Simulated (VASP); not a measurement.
# What goes wrong when Sn is relaxed with a bad input, part 2 of 2

Aim: see how common mistakes in a VASP relaxation show up, on Sn. The starting structure is a measured crystal structure from the Crystallography Open Database. The first relaxation on each setting starts from this cell expanded by 3 % in volume.

VASP 6.6.1.

Results so far: reference 26.87 Å³ an atom; low precision and a small cutoff 23.67 Å³ an atom; a smearing far too wide 29.00 Å³ an atom.

The database entry behind the starting cell differs from later determinations by our own check (about 0.15 % long, nanocrystals), so it need not match the best structure at ambient conditions.

## 5. Relaxation with a loose energy criterion for the relaxation

Level of this step: PBEsol; plane waves and PAW (Sn_d) (VASP).

A slip made on purpose: a loose energy criterion for the relaxation. Against step 2 the input has EDIFFG = 0.1 (also changed: NELM).

Input file INCAR:

```
SYSTEM = Sn
PREC = Accurate
ENCUT = 450
EDIFF = 1E-06
NELM = 60
ISMEAR = 1
SIGMA = 0.15
LREAL = .FALSE.
ALGO = Normal
GGA = PS
NBANDS = 20
LORBIT = 11
LWAVE = .FALSE.
LCHARG = .FALSE.
KPAR = 4
IBRION = 2
NSW = 50
ISIF = 3
EDIFFG = 0.1
```

Input file POSCAR:

```
Sn
1.0
   -2.9485533222      2.9485533222      1.6095812243
    2.9485533222     -2.9485533222      1.6095812243
    2.9485533222      2.9485533222     -1.6095812243
Sn
2
Direct
    0.7500000000      0.2500000000      0.5000000000
    0.0000000000      0.0000000000      0.0000000000
```

Input file KPOINTS:

```
Automatic mesh
0
Gamma
16 16 16
0 0 0
```

The projector-augmented-wave data sets are Sn_d (PBE family, release 64).

Launch:

```
$ mpirun -np 4 vasp_std
```

Log:

```text
[... set-up lines as in an earlier step ...]
 entering main loop
       N       E                     dE             d eps       ncg     rms          rms(c)
DAV:   1     0.206799746717E+03    0.20680E+03   -0.13507E+04 14060   0.198E+03
DAV:   2     0.118396156619E+02   -0.19496E+03   -0.19168E+03 14048   0.426E+02
DAV:   3    -0.791387906399E+01   -0.19753E+02   -0.19590E+02 15868   0.132E+02
DAV:   4    -0.852264090808E+01   -0.60876E+00   -0.60816E+00 15904   0.259E+01
[...]
DAV:   8    -0.850714985032E+01    0.48176E-03   -0.21608E-03 17340   0.658E-01    0.303E-02
DAV:   9    -0.850715540558E+01   -0.55553E-05   -0.64008E-05 18996   0.763E-02    0.124E-02
DAV:  10    -0.850715495583E+01    0.44974E-06   -0.49167E-06 16232   0.264E-02
   1 F= -.85071550E+01 E0= -.85071390E+01  d E =-.850715E+01
[...]
N       E                     dE             d eps       ncg     rms          rms(c)
DAV:   1    -0.935675176594E+01   -0.84960E+00   -0.16474E+01 16228   0.619E+01    0.496E+00
[...]
DAV:   6    -0.852166987756E+01    0.18993E-04   -0.58097E-05 15296   0.979E-02    0.130E-02
DAV:   7    -0.852166923290E+01    0.64466E-06   -0.41735E-06 14088   0.154E-02
   2 F= -.85216692E+01 E0= -.85216452E+01  d E =-.145143E-01
 trial-energy change:   -0.014514  1 .order   -0.013658   -0.037592    0.010276
 step:   0.8023(harm=  0.7853)  dis= 0.00000  next Energy=    -8.522678 (dE=-0.155E-01)
[...]
N       E                     dE             d eps       ncg     rms          rms(c)
DAV:   1    -0.855508693576E+01   -0.33417E-01   -0.68844E-01 16324   0.137E+01    0.962E-01
DAV:   2    -0.852906524482E+01    0.26022E-01   -0.42907E-02 16908   0.340E+00    0.433E-01
DAV:   3    -0.852300769783E+01    0.60575E-02   -0.17668E-02 19236   0.208E+00    0.533E-02
DAV:   4    -0.852272424137E+01    0.28346E-03   -0.70948E-04 16240   0.328E-01    0.179E-02
DAV:   5    -0.852268965833E+01    0.34583E-04   -0.34519E-05 19596   0.560E-02    0.778E-03
DAV:   6    -0.852268680971E+01    0.28486E-05   -0.31308E-06 14492   0.238E-02    0.209E-03
DAV:   7    -0.852268637424E+01    0.43547E-06   -0.17456E-07  8556   0.419E-03
   3 F= -.85226864E+01 E0= -.85226536E+01  d E =-.155314E-01
[...]
reached required accuracy - stopping structural energy minimisation
```

It took 97 s on 4 MPI ranks of Intel Xeon Platinum 8259CL at 2.50GHz (Skylake/Cascade Lake), shared host; peak memory 1.5 GiB.

From OUTCAR (step 5):

```text
  Total        0.0752154      0.0752154     -0.1083040      0.0000000      0.0000000      0.0000000
  in kB        2.2444252      2.2444252     -3.2317848      0.0000000      0.0000000      0.0000000
  external PRESSURE =       0.4190218 kB  Pullay stress =       0.0000000 kB

 POSITION                                       TOTAL-FORCE (eV/Angst)
 -----------------------------------------------------------------------------------
      0.00000      2.91248      0.79122        -0.000000      0.000000      0.000000
      0.00000      0.00000      0.00000         0.000000     -0.000000     -0.000000
 -----------------------------------------------------------------------------------
    total drift:                                0.000000     -0.000000      0.000000

  FREE ENERGIE OF THE ION-ELECTRON SYSTEM (eV)
  ---------------------------------------------------
  free  energy   TOTEN  =        -8.5226863742 eV

  energy  without entropy=       -8.5225881288  energy(sigma->0) =       -8.52265363

[... 2 parts as in an earlier step ...]

[... 2 further parts left out ...]
[key lines of the parts left out:]
E-fermi :   7.9657
```

With a loose energy criterion for the relaxation the cell ends at 26.846 Å³ an atom, -0.10 % from the reference, a by -0.3 % and c by +0.4 %.

## 6. Relaxation with too few ionic steps

A slip made on purpose: too few ionic steps. Against step 2 the input has NSW = 2 (also changed: NELM).

Changes to INCAR since step 5:

```diff
@@ -16,4 +16,4 @@
 IBRION = 2
-NSW = 50
+NSW = 2
 ISIF = 3
-EDIFFG = 0.1
+EDIFFG = -0.006
```

POSCAR is that of step 5.

KPOINTS is that of step 5.

Launch:

```
$ mpirun -np 4 vasp_std
```

Log:

```text
[... set-up lines as in an earlier step ...]
 entering main loop
       N       E                     dE             d eps       ncg     rms          rms(c)
[... 10 cycles as in an earlier step ...]
   1 F= -.85071550E+01 E0= -.85071390E+01  d E =-.850715E+01
[...]
N       E                     dE             d eps       ncg     rms          rms(c)
[... 7 cycles as in an earlier step ...]
   2 F= -.85216692E+01 E0= -.85216452E+01  d E =-.145143E-01
 trial-energy change:   -0.014514  1 .order   -0.013658   -0.037592    0.010276
 step:   0.8023(harm=  0.7853)  dis= 0.00000  next Energy=    -8.522678 (dE=-0.155E-01)
```

Wall time 65 s (4 MPI ranks); peak memory 1.5 GiB.

OUTCAR, selected parts (step 6):

```text
  Total        0.2653846      0.2653846      0.1038406      0.0000000      0.0000000      0.0000000
  in kB        8.0014199      8.0014199      3.1308243      0.0000000      0.0000000      0.0000000
  external PRESSURE =       6.3778880 kB  Pullay stress =       0.0000000 kB

 POSITION                                       TOTAL-FORCE (eV/Angst)
 -----------------------------------------------------------------------------------
     -0.00000      2.90359      0.78787         0.000000      0.000000      0.000000
      0.00000      0.00000      0.00000        -0.000000     -0.000000     -0.000000
 -----------------------------------------------------------------------------------
    total drift:                                0.000000     -0.000000      0.000000

  FREE ENERGIE OF THE ION-ELECTRON SYSTEM (eV)
  ---------------------------------------------------
  free  energy   TOTEN  =        -8.5216692329 eV

  energy  without entropy=       -8.5215971085  energy(sigma->0) =       -8.52164519

[... 1 part as in an earlier step ...]

[... 2 further parts left out ...]
[key lines of the parts left out:]
E-fermi :   8.0947
```

The relaxation used up its 2 ionic steps (NSW) before forces and stress met EDIFFG.

## 7. All runs side by side

| run | ended | volume (Å³/atom) | change (%) | pressure left (GPa) | core minutes |
| --- | --- | --- | --- | --- | --- |
| reference | converged | 26.872 | - | 0.0 | 20.0 |
| low precision and a small cutoff | converged | 23.673 | -11.9 | 0.0 | 3.4 |
| a smearing far too wide | converged | 28.997 | 7.91 | -0.02 | 16.9 |
| a loose energy criterion for the relaxation | converged | 26.846 | -0.1 | 0.04 | 6.47 |
| too few ionic steps | not converged | - | - | - | 4.33 |

Core minutes are wall time times ranks, summed over the relaxations behind a row (those for a bulk modulus apart), on shared hosts.

## 8. What came out

```json
{
  "volume of the reference": "26.87 Å³/atom",
  "volume against the reference, low precision and a small cutoff": "-11.90 %",
  "volume against the reference, a smearing far too wide": "+7.91 %",
  "volume against the reference, a loose energy criterion for the relaxation": "-0.10 %",
  "run with too few ionic steps": "not converged"
}
```

In words: The run with too few ionic steps didn't converge. Finished, but with signs in the output that stand out against the reference: low precision and a small cutoff, with the volume changed by -11.9 % (signs: -33.8 GPa at the first ionic step (of the first relaxations, not shown; reference: -2.0 GPa) and an energy that rises by up to 10.7 eV an atom on the way); a smearing far too wide, with the volume changed by +7.9 % (signs: 1.5 GPa at the first ionic step (of the first relaxations, not shown; reference: -2.0 GPa) and a large entropy term in the energy); a loose energy criterion for the relaxation, with the volume changed by -0.1 %, a by -0.3 % and c by +0.4 % (signs: a stress of up to 0.3 GPa). The reference was restarted once and the runs with a slip weren't, so their cells may not have settled fully. Further runs on this material are not shown.

[Lines on the potential files, build, host, timing and source positions are cut from VASP's logs without a mark.]

[Logs are printed without paths, hosts, clocks, repeated set-up lines and the standing remarks that a program may print on its own settings, such as how far it seeks lower states.]

[Hosts, paths, dates, database ids (printed as entryN), source tags and the programs' standing remarks are cut or masked in the printed files.]
